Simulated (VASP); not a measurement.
VASP ran on this input.

File KPOINTS:
```
Automatic
0
gamma
 6 6 8
```

INCAR:
```
SYSTEM = MgH2
PREC = Accurate
ENCUT = 520
EDIFF = 1E-7
NELM = 100
ALGO = Normal
LREAL = .FALSE.
LASPH = .TRUE.
ISMEAR = -5
LWAVE = .FALSE.
LCHARG = .TRUE.
LORBIT = 11
NEDOS = 601
ISIF = 2
LEFG = .TRUE.
```

### POSCAR
```
MgH2
1
    4.4138159887    -0.0000000000     0.0000000000
    0.0000000000     4.4138159887     0.0000000000
    0.0000000000     0.0000000000     2.9660816802
Mg H
2 4
Direct
  0.0000000000   0.0000000000   0.0000000000
  0.5000000000   0.5000000000   0.5000000000
  0.3039460035   0.3039460035   0.0000000000
  0.8039460035   0.1960539965   0.5000000000
  0.1960539965   0.8039460035   0.5000000000
  0.6960539965   0.6960539965   0.0000000000
```

POTCAR, in this order: Mg H (LDA.64 set). Program: vasp_std.

Problem. Write an equivalent input for Quantum ESPRESSO's pw.x.

Solution. One equivalent input (not run):
```
&CONTROL
  calculation = 'scf'
  pseudo_dir = './pseudo'
  outdir = './out'
  tprnfor = .true.
  tstress = .true.
/
&SYSTEM
  ibrav = 0
  nat = 6
  ntyp = 2
  ecutwfc = 84
  occupations = 'tetrahedra'
  input_dft = 'pz'
/
&ELECTRONS
  conv_thr = 7.3e-09
  electron_maxstep = 100
/
ATOMIC_SPECIES
  Mg 24.305 Mg.upf
  H 1.008 H.upf
CELL_PARAMETERS angstrom
     4.4138160   -0.0000000    0.0000000
     0.0000000    4.4138160    0.0000000
     0.0000000    0.0000000    2.9660817
ATOMIC_POSITIONS crystal
  Mg   0.0000000  0.0000000  0.0000000
  Mg   0.5000000  0.5000000  0.5000000
  H    0.3039460  0.3039460  0.0000000
  H    0.8039460  0.1960540  0.5000000
  H    0.1960540  0.8039460  0.5000000
  H    0.6960540  0.6960540  0.0000000
K_POINTS automatic
  6 6 8 0 0 0
```
What does not carry over: the potentials are each code's own (VASP's PAW set, PseudoDojo norm-conserving files in pw.x), so ENCUT and ecutwfc are chosen apart and not converted; conv_thr bounds pw.x's estimated SCF error, while EDIFF bounds the energy change between steps; the field gradients of LEFG aren't asked of the other code.

The compound is MgH2 in the rutile structure. It was relaxed first, which changed the volume by -6 %.
